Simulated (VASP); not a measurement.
A run of VASP 6.6.1 is set up as follows.

File INCAR:

```
SYSTEM = BCl3
ALGO = Fast
EDIFF = 1E-6
ENCUT = 400
GGA = PE
ISIF = 2
ISMEAR = 0
ISYM = 0
IVDW = 12
LASPH = .True.
LCHARG = .False.
LREAL = .False.
LWAVE = .False.
NELM = 60
PREC = Accurate
SIGMA = 0.005
```

Contents of KPOINTS:

```
k-points
0
Gamma
  1 1 1
  0 0 0
```

Contents of POSCAR:

```
BCl3
1.0
   13.1339316568      0.0000000000      0.0000000000
    0.0000000000     13.6339316568      0.0000000000
    0.0000000000      0.0000000000     14.1339316568
B Cl
1 3
Direct
    0.5031000000      0.5049000000      0.5008000000
    0.4256000000      0.4153000000      0.4496000000
    0.5377000000      0.4958000000      0.6197000000
    0.5459000000      0.6036000000      0.4329000000
```

Potentials or basis: VASP PAW PBE potentials, release 64 (B, Cl).

Command:

```sh
$ cat potpaw_PBE.64/B/POTCAR potpaw_PBE.64/Cl/POTCAR > POTCAR
$ mpirun -np 4 vasp_gam > vasp.out
```

Problem. Predict the dispersion energy per atom.

Solution. -0.031 eV.

Problem. What does it give for the largest force?

Solution. 0.071 eV/Å.

Forces on the atoms (eV/Å):
```
B   -0.015 -0.012 -0.020
Cl   0.042  0.047  0.034
Cl  -0.012  0.000 -0.040
Cl  -0.014 -0.035  0.027
```
